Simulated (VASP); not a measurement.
An input for Quantum ESPRESSO's pw.x (written as the equivalent of a VASP run, and not itself run):

```
&CONTROL
  calculation = 'vc-relax'
  pseudo_dir = './pseudo'
  outdir = './out'
  tprnfor = .true.
  tstress = .true.
  nstep = 60
  forc_conv_thr = 0.00039
/
&SYSTEM
  ibrav = 0
  nat = 2
  ntyp = 1
  ecutwfc = 78
  occupations = 'smearing'
  smearing = 'methfessel-paxton'
  degauss = 0.00735
  input_dft = 'pw91'
/
&ELECTRONS
  conv_thr = 7.3e-08
  electron_maxstep = 100
/
&IONS
/
&CELL
/
ATOMIC_SPECIES
  Sc 44.956 Sc.upf
CELL_PARAMETERS angstrom
     1.6550000   -2.8665440    0.0000000
     1.6550000    2.8665440    0.0000000
     0.0000000    0.0000000    5.2700000
ATOMIC_POSITIONS crystal
  Sc   0.3333330  0.6666670  0.2500000
  Sc   0.6666670  0.3333330  0.7500000
K_POINTS automatic
  11 11 6 0 0 0
```

Translate this input to VASP (INCAR, KPOINTS, POSCAR, choice of POTCAR).

This is not unique; one that fits is 
### POSCAR
```
Sc
1
    1.6550000000    -2.8665440000     0.0000000000
    1.6550000000     2.8665440000     0.0000000000
    0.0000000000     0.0000000000     5.2700000000
Sc
2
Direct
  0.3333330000   0.6666670000   0.2500000000
  0.6666670000   0.3333330000   0.7500000000
```

**INCAR**
```
SYSTEM = Sc
PREC = Accurate
ENCUT = 520
EDIFF = 1E-6
NELM = 100
ALGO = Normal
LREAL = .FALSE.
LASPH = .TRUE.
ISMEAR = 1
SIGMA = 0.1
GGA = 91
LMAXMIX = 4
LWAVE = .FALSE.
LCHARG = .FALSE.
IBRION = 2
ISIF = 3
NSW = 60
EDIFFG = -0.01
```

**KPOINTS**
```
Automatic mesh
0
Gamma
11 11 6
0 0 0
```

POTCAR, in this order: Sc_sv (PBE.64 set). Program: vasp_std.

The two are equivalent in intent, not identical: the potentials are each code's own (VASP's PAW set, PseudoDojo norm-conserving files in pw.x), so ENCUT and ecutwfc are chosen apart and not converted; conv_thr bounds pw.x's estimated SCF error, while EDIFF bounds the energy change between steps; forc_conv_thr acts on force components and is met together with etot_conv_thr.

The compound is Sc in the hcp structure. This run relaxes it. Symmetry was kept, so distortions that lower it aren't found.
